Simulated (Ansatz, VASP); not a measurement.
SrHg3O4 in VASP and in Ansatz

```
CELL_PARAMETERS angstrom
4.92683 0.00000 0.00000
0.00000 4.92683 0.00000
0.00000 0.00000 4.92683
ATOMIC_POSITIONS crystal
Sr 0.00000 0.00000 0.00000
Hg 0.00000 0.50000 0.50000
Hg 0.50000 0.00000 0.50000
Hg 0.50000 0.50000 0.00000
O 0.50000 0.00000 0.00000
O 0.50000 0.50000 0.50000
O 0.00000 0.00000 0.50000
O 0.00000 0.50000 0.00000
```

Change from the starting cell: species swapped into the Mg3VO4 type (Pm-3m, No. 221).

Alike in both runs: task single point; functional PBE; k mesh 4 × 4 × 4; occupations gaussian, width 0.1 eV; no spin polarisation.

|  | VASP | Ansatz |
| --- | --- | --- |
| version | VASP 6.6.1 | Ansatz 0.2.0 |
| potentials or method | VASP PAW PBE potentials, release 64 (Sr_sv, Hg, O) | scalar-relativistic, plane waves, PAW |
| plane-wave cutoff (eV) | 520 | 420 |
| valence electrons in the cell | 70 | 94 |

```tsv
	VASP	Ansatz	Ansatz less VASP
gap on the k mesh at the Fermi level (eV)	none	none	-
pressure (GPa)	5.2	4.3	-0.93
```

A gap of «none» marks a metal or a gap that the smearing closes. The functional is the same, so the differences come from potentials, cutoffs and numerics. The two sets of potentials don't hold the same shells in valence.

Spin-orbit coupling is left out, which matters for the levels of Hg.
